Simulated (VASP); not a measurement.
Here is the system:

```yaml
crystal:
  lattice:
    - [3.17248, 0.00000, 0.00000]
    - [-1.58624, 2.74745, 0.00000]
    - [0.00000, 0.00000, 2.91739]
  atoms:
    - { symbol: B, position: [0.00000, 0.00000, 0.00000] }
    - { symbol: As, position: [0.66667, 0.33333, 0.50000] }
```

All values below come from r2SCAN meta-GGA, VASP's PBE PAW potentials (set 64) (plane waves; VASP). Settings: 520 eV cut-off, 15×15×14 Γ-centred mesh, tetrahedra with Blöchl corrections, potentials B As.

**Question.** The job: BAs (relaxed from the WC structure, space group P-6m2), 2 atoms, r2SCAN, static run, 520 eV, 15×15×14 Γ-centred mesh. Roughly how much core time does it take on a busy server core?

**Answer.** About 4 core-minutes (one run on a shared machine, a rough figure). It had 216 irreducible k-points, 8 bands, up to 702 plane waves and 18 electronic steps.

The structure was generated: BAs was put into the WC type (P-6m2), which need not be its known phase. It was relaxed first, which changed the volume by +14 %.
